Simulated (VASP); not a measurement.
Given:

```yaml
crystal:
  lattice:
    - [4.87947, 0.00000, 0.00000]
    - [0.00000, 4.87947, 0.00000]
    - [0.00000, 0.00000, 4.87947]
  atoms:
    - { symbol: La, position: [0.00000, 0.50000, 0.50000] }
    - { symbol: La, position: [0.50000, 0.00000, 0.50000] }
    - { symbol: La, position: [0.50000, 0.50000, 0.00000] }
    - { symbol: Al, position: [0.00000, 0.00000, 0.00000] }
```

These are PBEsol GGA, VASP's PBE PAW potentials (set 64) (plane waves; VASP) values and carry that method's errors. Settings: 400 eV cut-off, Gaussian smearing of 0.050 eV, potentials La Al.

Give the energies of bands 13 to 21 at the high-symmetry points, in eV from the Fermi level.

```tsv
band	Γ	X	M	R
13	-5.55	-4.22	-4.07	-5.12
14	-2.87	-2.59	-1.62	-1.21
15	-1.23	-1.24	-1.21	-1.21
16	-1.23	-0.77	-1.21	-1.21
17	-1.16	-0.77	-0.08	0.44
18	-1.16	-0.71	-0.08	0.44
19	-1.16	0.53	0.35	0.44
20	0.88	0.86	0.88	1.39
21	0.88	1.24	1.17	1.59
```

It has no gap at this level: it comes out as a metal or semimetal.

The structure comes from a computed database's La3Al entry (Pm-3m); how it stands against other phases isn't given here. It was relaxed first, which changed the volume by -6 %.
